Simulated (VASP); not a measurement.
A run of VASP 6.6.1:

Contents of INCAR:

```
SYSTEM = Mg2CdS3
  PREC = Normal
  ENCUT = 520
  EDIFF = 1E-4
  ISMEAR = 0
  SIGMA = 0.15
  LREAL = .False.
  LASPH = .True.
  NELM = 60
  ALGO = Fast
  ISIF = 3
  LWAVE = .False.
  LCHARG = .False.
  GGA = PE
  IBRION = 2
  NSW = 24
  EDIFFG = -0.08
```

Contents of KPOINTS:

```
regular mesh
0
Gamma
  4 4 4
  0 0 0
```

File POSCAR:

```
Mg2CdS3
1.0
   -2.5558543100      3.6114465300      3.7495142800
    2.5558543100     -3.6114465300      3.7495142800
    2.5558543100      3.6114465300     -3.7495142800
Mg Cd S
2 1 3
Direct
    0.1537875300      0.1537875300      0.0000000000
    0.8462124700      0.8462124700      0.0000000000
    0.0000000000      0.5000000000      0.5000000000
    0.3149560100      0.5000000000      0.8149560100
    0.6850439900      0.5000000000      0.1850439900
    0.5000000000      0.0000000000      0.5000000000
```

Potentials or basis: VASP PAW PBE potentials, release 64 (Mg, Cd, S).

Launch:

```console
$ cat potpaw_PBE.64/Mg/POTCAR potpaw_PBE.64/Cd/POTCAR potpaw_PBE.64/S/POTCAR > POTCAR
$ mpirun -np 1 vasp_std > vasp.out
```

Hardware: 1 thread of Intel(R) Xeon(R) Platinum 8488C (Sapphire Rapids) (shared host).

Q: Estimate the wall time of this run.

A: Wall time 3.5 min on 1 thread of Intel(R) Xeon(R) Platinum 8488C (Sapphire Rapids), with other jobs on the host, peak memory 0.23 GiB. Counts: scf iterations 160, k points 18, ion steps 24.
